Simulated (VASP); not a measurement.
Method: revPBE GGA, VASP's PBE PAW potentials (set 64) (plane waves; VASP).

VASP ran on this input.

**INCAR**
```
! general
SYSTEM  = Ni3Fe
PREC    = Accurate
ENCUT   = 520
LREAL   = .FALSE.
LASPH   = .TRUE.

! electronic loop
EDIFF   = 1E-7
NELM    = 100
ALGO    = Normal
LMAXMIX = 4

! smearing
ISMEAR  = 1
SIGMA   = 0.1

! functional
GGA     = RE

! spin
ISPIN   = 2
MAGMOM  = 3.0 3*0.7

! ions
ISIF    = 2

! output
LWAVE   = .FALSE.
LCHARG  = .FALSE.
LORBIT  = 10
```

File KPOINTS:
```
Automatic mesh
0
Gamma
9 9 9
0 0 0
```

### POSCAR
```
Ni3Fe
3.608180
  1.0000000483   0.0000000000   0.0000000000
  0.0000000000   1.0000000483   0.0000000000
  0.0000000000   0.0000000000   1.0000000483
Fe Ni
1 3
direct
  0.0000000000   0.0000000000   0.0000000000
  0.0000000000   0.5000000000   0.5000000000
  0.5000000000   0.0000000000   0.5000000000
  0.5000000000   0.5000000000   0.0000000000
```

POTCAR, in this order: Fe Ni (PBE.64 set). Program: vasp_std.

The run wrote:

**OUTCAR**
```
 ion  position               nearest neighbor table
   1  0.000  0.000  0.000-   2 2.55   3 2.55   4 2.55   2 2.55   3 2.55   2 2.55   4 2.55   2 2.55
                             3 2.55   4 2.55   3 2.55   4 2.55
   2  0.000  0.500  0.500-   1 2.55   3 2.55   4 2.55   1 2.55   4 2.55   1 2.55   3 2.55   1 2.55
                             3 2.55   4 2.55   4 2.55   3 2.55
   3  0.500  0.000  0.500-   1 2.55   2 2.55   4 2.55   1 2.55   4 2.55   2 2.55   4 2.55   4 2.55
                             1 2.55   2 2.55   1 2.55   2 2.55
   4  0.500  0.500  0.000-   1 2.55   2 2.55   3 2.55   2 2.55   3 2.55   1 2.55   3 2.55   3 2.55
                             1 2.55   2 2.55   2 2.55   1 2.55
  LATTYP: Found a simple cubic cell.
 ALAT       =     3.6081801743
 Subroutine PRICEL returns:
 Original cell was already a primitive cell.
 Subroutine GETGRP returns: Found 48 space group operations
The static configuration has the point symmetry O_h .
The dynamic configuration has the point symmetry O_h .
The overall configuration has the point symmetry O_h .
 Subroutine INISYM returns: Found 48 space group operations
 Subroutine IBZKPT returns following result:
 Found     35 irreducible k-points:

 Following reciprocal coordinates:
            Coordinates               Weight
  0.000000  0.000000  0.000000      1.000000
  0.111111  0.000000  0.000000      6.000000
...
```

**OSZICAR**
```
       N       E                     dE             d eps       ncg     rms          rms(c)
DAV:   1     0.243748964601E+03    0.24375E+03   -0.17301E+04  3720   0.202E+03
DAV:   2    -0.127913144618E+02   -0.25654E+03   -0.24730E+03  3648   0.359E+02
DAV:   3    -0.270656414730E+02   -0.14274E+02   -0.13515E+02  3770   0.116E+02
DAV:   4    -0.272750104501E+02   -0.20937E+00   -0.20859E+00  3894   0.149E+01
DAV:   5    -0.272805933489E+02   -0.55829E-02   -0.55822E-02  5046   0.194E+00    0.193E+01
DAV:   6    -0.254014298660E+02    0.18792E+01   -0.39037E+01  3898   0.102E+02    0.266E+01
DAV:   7    -0.281840037241E+02   -0.27826E+01   -0.23400E+01  4334   0.124E+02    0.277E+01
DAV:   8    -0.231740976556E+02    0.50099E+01   -0.16067E+01  4486   0.544E+01    0.650E+00
DAV:   9    -0.234039591692E+02   -0.22986E+00   -0.81439E-01  4312   0.116E+01    0.366E+00
DAV:  10    -0.233810476657E+02    0.22912E-01   -0.16694E-01  4890   0.102E+01    0.165E+00
DAV:  11    -0.233798294710E+02    0.12182E-02   -0.58091E-02  5214   0.316E+00    0.135E+00
DAV:  12    -0.233830265605E+02   -0.31971E-02   -0.89252E-03  4146   0.229E+00    0.451E-01
DAV:  13    -0.233833390999E+02   -0.31254E-03   -0.33655E-03  5372   0.107E+00    0.695E-02
DAV:  14    -0.233834240992E+02   -0.84999E-04   -0.52373E-04  5532   0.299E-01    0.133E-01
DAV:  15    -0.233833877328E+02    0.36366E-04   -0.13867E-04  4410   0.317E-01    0.218E-02
DAV:  16    -0.233833903876E+02   -0.26549E-05   -0.14791E-05  5250   0.641E-02    0.311E-02
DAV:  17    -0.233833896468E+02    0.74087E-06   -0.43006E-06  4326   0.555E-02    0.671E-03
DAV:  18    -0.233833891644E+02    0.48236E-06   -0.15523E-06  4508   0.169E-02    0.165E-03
DAV:  19    -0.233833891460E+02    0.18466E-07   -0.15605E-07  2438   0.445E-03
   1 F= -.23383389E+02 E0= -.23383372E+02  d E =-.502204E-04  mag=     4.9702
```

### OUTCAR
```
------------------------ aborting loop because EDIFF is reached ----------------------------------------
  FORCE on cell =-STRESS in cart. coord.  units (eV):
  Direction    XX          YY          ZZ          XY          YZ          ZX
  --------------------------------------------------------------------------------------
  Total       -1.4958470     -1.4958470     -1.4958470      0.0000000      0.0000000     -0.0000000
  in kB      -51.0191387    -51.0191387    -51.0191387      0.0000000      0.0000000     -0.0000000
  external PRESSURE =     -51.0191387 kB  Pullay stress =       0.0000000 kB
  volume of cell :       46.97
      direct lattice vectors                 reciprocal lattice vectors
     3.608180174  0.000000000  0.000000000     0.277148022  0.000000000  0.000000000
     0.000000000  3.608180174  0.000000000     0.000000000  0.277148022  0.000000000
     0.000000000  0.000000000  3.608180174     0.000000000  0.000000000  0.277148022
 POSITION                                       TOTAL-FORCE (eV/Angst)
 -----------------------------------------------------------------------------------
      0.00000      0.00000      0.00000         0.000000      0.000000      0.000000
      0.00000      1.80409      1.80409         0.000000      0.000000      0.000000
      1.80409      0.00000      1.80409         0.000000      0.000000      0.000000
      1.80409      1.80409      0.00000         0.000000      0.000000      0.000000
 -----------------------------------------------------------------------------------
    total drift:                                0.000000      0.000000      0.000000
  FREE ENERGIE OF THE ION-ELECTRON SYSTEM (eV)
  ---------------------------------------------------
  free  energy   TOTEN  =       -23.3833891460 eV

  energy  without entropy=      -23.3833389255  energy(sigma->0) =      -23.38337241

 total charge

# of ion       s       p       d       tot
------------------------------------------
    1        0.454   0.461   6.065   6.980
    2        0.481   0.463   8.297   9.242
    3        0.481   0.463   8.297   9.242
    4        0.481   0.463   8.297   9.242
--------------------------------------------------
tot          1.899   1.851  30.956  34.706

 magnetization (x)

# of ion       s       p       d       tot
------------------------------------------
    1        0.014  -0.003   2.986   2.997
    2       -0.015  -0.045   0.739   0.678
    3       -0.015  -0.045   0.739   0.678
    4       -0.015  -0.045   0.739   0.678
--------------------------------------------------
tot         -0.032  -0.139   5.203   5.032
```
(Selected blocks of OUTCAR.)

File OUTCAR:
```
 val. band max:        8.0207563649   @ k =   0.4444   0.2222   0.2222

 cond. band min:       8.0281705330   @ k =   0.4444   0.4444   0.3333


 Fermi energy:         8.0208263197

 spin component 1

 k-point     1 :       0.0000    0.0000    0.0000
  band No.  band energies     occupation
      1      -0.6936      1.00000
      2       2.9651      1.00000
      3       2.9651      1.00000
      4       3.6618      1.00000
      5       3.6618      1.00000
      6       3.6618      1.00000
      7       3.6846      1.00000
      8       5.3879      1.00000
      9       5.3879      1.00000
     10       5.3879      1.00000
     11       6.2979      1.00000
     12       6.2979      1.00000
     13       7.1198      1.00000
     14       7.1198      1.00000
     15       7.1731      1.00000
     16       7.1814      1.00000
     17       7.1814      1.00000
     18       7.1814      1.00000
     19       7.3187      1.00000
     20       7.3187      1.00000
     21       7.3187      1.00000
     22      10.2337      0.00000
     23      10.2337      0.00000
     24      10.2337      0.00000
     25      16.3780      0.00000
     26      16.3780      0.00000

 k-point     2 :       0.1111    0.0000    0.0000
  band No.  band energies     occupation
      1      -0.5403      1.00000
      2       3.0120      1.00000
      3       3.0325      1.00000
      4       3.7048      1.00000
      5       3.7116      1.00000
      6       3.7116      1.00000
      7       3.7383      1.00000
      8       5.3377      1.00000
      9       5.4250      1.00000
     10       5.4250      1.00000
     11       6.2413      1.00000
     12       6.3134      1.00000
     13       6.9296      1.00000
     14       6.9296      1.00000
     15       7.0558      1.00000
     16       7.0884      1.00000
     17       7.1332      1.00000
     18       7.1811      1.00000
     19       7.1991      1.00000
     20       7.1991      1.00000
...
```

The compound is Ni3Fe in the L1_2 structure. This cell is one point of a volume scan, at 1.03 of the reference volume.
